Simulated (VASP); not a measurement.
Output of a VASP run:

File OSZICAR:
```
...
DAV:   1     0.886302153810E+02    0.88630E+02   -0.74410E+03  3080   0.137E+03
DAV:   2    -0.952836710720E+01   -0.98159E+02   -0.95646E+02  3116   0.334E+02
DAV:   3    -0.149641416245E+02   -0.54358E+01   -0.52238E+01  4921   0.773E+01
DAV:   4    -0.151436952880E+02   -0.17955E+00   -0.17802E+00  3860   0.118E+01
DAV:   5    -0.151514959993E+02   -0.78007E-02   -0.77930E-02  4410   0.226E+00    0.946E+00
DAV:   6    -0.137251831765E+02    0.14263E+01   -0.12440E+01  3923   0.381E+01    0.332E+00
DAV:   7    -0.135655144927E+02    0.15967E+00   -0.12612E+00  3628   0.121E+01    0.182E+00
DAV:   8    -0.135447524621E+02    0.20762E-01   -0.15463E-01  3535   0.408E+00    0.482E-01
DAV:   9    -0.135429963162E+02    0.17561E-02   -0.27668E-02  3749   0.222E+00    0.222E-01
DAV:  10    -0.135429572959E+02    0.39020E-04   -0.17834E-03  3917   0.446E-01    0.529E-02
DAV:  11    -0.135429568250E+02    0.47090E-06   -0.38947E-04  4246   0.217E-01    0.395E-02
DAV:  12    -0.135429583641E+02   -0.15391E-05   -0.25361E-05  3592   0.561E-02    0.124E-02
DAV:  13    -0.135429576461E+02    0.71798E-06   -0.12848E-06  2640   0.135E-02
   1 F= -.13542958E+02 E0= -.13543145E+02  d E =-.135430E+02
       N       E                     dE             d eps       ncg     rms          rms(c)
DAV:   1    -0.158629535259E+02   -0.23200E+01   -0.48084E+01  3347   0.104E+02    0.128E+01
DAV:   2    -0.137015938994E+02    0.21614E+01   -0.12938E+01  3521   0.486E+01    0.297E+00
DAV:   3    -0.135185216129E+02    0.18307E+00   -0.11785E+00  3570   0.107E+01    0.128E+00
DAV:   4    -0.135247624584E+02   -0.62408E-02   -0.37650E-01  3649   0.554E+00    0.834E-01
DAV:   5    -0.135437633141E+02   -0.19001E-01   -0.33373E-02  3949   0.196E+00    0.410E-01
DAV:   6    -0.135619401785E+02   -0.18177E-01   -0.33126E-02  4752   0.104E+00    0.202E-01
DAV:   7    -0.135643127164E+02   -0.23725E-02   -0.35105E-03  3869   0.452E-01    0.475E-02
DAV:   8    -0.135645148593E+02   -0.20214E-03   -0.79902E-04  4619   0.156E-01    0.581E-02
DAV:   9    -0.135646327323E+02   -0.11787E-03   -0.24107E-04  3681   0.144E-01    0.142E-02
DAV:  10    -0.135646354514E+02   -0.27191E-05   -0.41841E-05  4037   0.461E-02    0.943E-03
DAV:  11    -0.135646355565E+02   -0.10517E-06   -0.14479E-06  2393   0.145E-02
   2 F= -.13564636E+02 E0= -.13564668E+02  d E =-.216779E-01
       N       E                     dE             d eps       ncg     rms          rms(c)
DAV:   1    -0.140413848391E+02   -0.47675E+00   -0.86334E+00  3451   0.464E+01    0.618E+00
DAV:   2    -0.136674458329E+02    0.37394E+00   -0.41957E+00  3811   0.251E+01    0.165E+00
DAV:   3    -0.135736273948E+02    0.93818E-01   -0.49618E-01  3716   0.721E+00    0.365E-01
DAV:   4    -0.135784056688E+02   -0.47783E-02   -0.46553E-02  3625   0.156E+00    0.269E-01
DAV:   5    -0.135847726924E+02   -0.63670E-02   -0.10182E-02  4426   0.746E-01    0.264E-01
DAV:   6    -0.135878076005E+02   -0.30349E-02   -0.69112E-03  4562   0.627E-01    0.411E-02
DAV:   7    -0.135879159974E+02   -0.10840E-03   -0.54072E-04  3760   0.164E-01    0.407E-02
DAV:   8    -0.135879843004E+02   -0.68303E-04   -0.17334E-04  4241   0.114E-01    0.114E-02
DAV:   9    -0.135879824735E+02    0.18270E-05   -0.21358E-05  3245   0.484E-02    0.120E-02
DAV:  10    -0.135879853767E+02   -0.29032E-05   -0.80875E-06  3154   0.305E-02    0.255E-03
DAV:  11    -0.135879854690E+02   -0.92340E-07   -0.78580E-07  2188   0.746E-03
   3 F= -.13587985E+02 E0= -.13588132E+02  d E =-.450278E-01
```

File OUTCAR:
```
------------------------ aborting loop because EDIFF is reached ----------------------------------------
  FORCE on cell =-STRESS in cart. coord.  units (eV):
  Direction    XX          YY          ZZ          XY          YZ          ZX
  --------------------------------------------------------------------------------------
  Total       -0.0139582     -0.0139582      0.0091381      0.0000000      0.0000000      0.0000000
  in kB       -0.7297106     -0.7297106      0.4777260      0.0000000      0.0000000      0.0000000
  external PRESSURE =      -0.3272317 kB  Pullay stress =       0.0000000 kB
  volume of cell :       30.65
      direct lattice vectors                 reciprocal lattice vectors
     2.771965057  0.000000000  0.000000000     0.360754908  0.000000000  0.000000000
     0.000000000  2.771965057 -0.000000000     0.000000000  0.360754908  0.000000000
     0.000000000 -0.000000000  3.988532338     0.000000000  0.000000000  0.250718790
 POSITION                                       TOTAL-FORCE (eV/Angst)
 -----------------------------------------------------------------------------------
      0.00000      0.00000      0.00000         0.000000      0.000000      0.000000
      1.38598      1.38598      1.99427         0.000000     -0.000000      0.000000
 -----------------------------------------------------------------------------------
    total drift:                                0.000000      0.000000      0.000000
  FREE ENERGIE OF THE ION-ELECTRON SYSTEM (eV)
  ---------------------------------------------------
  free  energy   TOTEN  =       -13.5879854690 eV

  energy  without entropy=      -13.5884244698  energy(sigma->0) =      -13.58813180

 reached required accuracy - stopping structural energy minimisation
```
(Selected blocks of OUTCAR.)

POSCAR:
```
TiAl
1
    2.8300000000     0.0000000000     0.0000000000
    0.0000000000     2.8300000000     0.0000000000
    0.0000000000     0.0000000000     4.0700000000
Ti Al
1 1
Direct
  0.0000000000   0.0000000000   0.0000000000
  0.5000000000   0.5000000000   0.5000000000
```

Question: Write an INCAR and KPOINTS that could have produced this output.

Answer: One answer among several that fit: the input of the run itself, LDA (Ceperley-Alder, Perdew-Zunger), plane waves, VASP's LDA PAW potentials (set 64).

### INCAR
```
SYSTEM=TiAl
PREC=Accurate; ENCUT=520; LREAL=F
LASPH=T
EDIFF=1E-6; NELM=100; ALGO=Normal
LMAXMIX=4
ISMEAR=1; SIGMA=0.1
IBRION=2; NSW=60; ISIF=3
EDIFFG=-0.01
LWAVE=F; LCHARG=F
```

**KPOINTS**
```
Regular mesh
0
gamma
  12 12 8
0 0 0
```

POTCAR, in this order: Ti_sv Al (LDA.64 set). Program: vasp_std.

Energy and stress use the plane-wave basis of the starting cell.

The compound is TiAl in the L1_0 structure. This run relaxes it. Symmetry was kept, so distortions that lower it aren't found. The electron count is odd and the run is not spin-polarised, which forces a metal.
